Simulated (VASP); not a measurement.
```yaml
crystal:
  lattice:
    - [3.46615, 0.00000, 0.00000]
    - [0.00000, 3.46615, 0.00000]
    - [0.00000, 0.00000, 3.46615]
  atoms:
    - { symbol: Si, position: [0.00000, 0.00000, 0.00000] }
    - { symbol: Ni, position: [0.00000, 0.50000, 0.50000] }
    - { symbol: Ni, position: [0.50000, 0.00000, 0.50000] }
    - { symbol: Ni, position: [0.50000, 0.50000, 0.00000] }
```

Level of theory: r2SCAN meta-GGA, VASP's PBE PAW potentials (set 64) (plane waves; VASP). Numerical set-up: 520 eV cut-off, 10×10×10 Γ-centred mesh, tetrahedra with Blöchl corrections, potentials Si Ni.

The cores are frozen, which limits the accuracy of field gradients.

### Question
Give the principal components of the electric field gradient (V/Å²) and the asymmetry η at each nucleus.

### Answer

```csv
atom,Vxx,Vyy,Vzz,η
Si1,0.0,0.0,0.0,-
Ni2,21.7,21.7,-43.4,0.00
Ni3,21.7,21.7,-43.4,0.00
Ni4,21.7,21.7,-43.4,0.00
```

The compound is Ni3Si in the L1_2 structure. It was relaxed first. The run is not spin-polarised, so no magnetic state was tried.
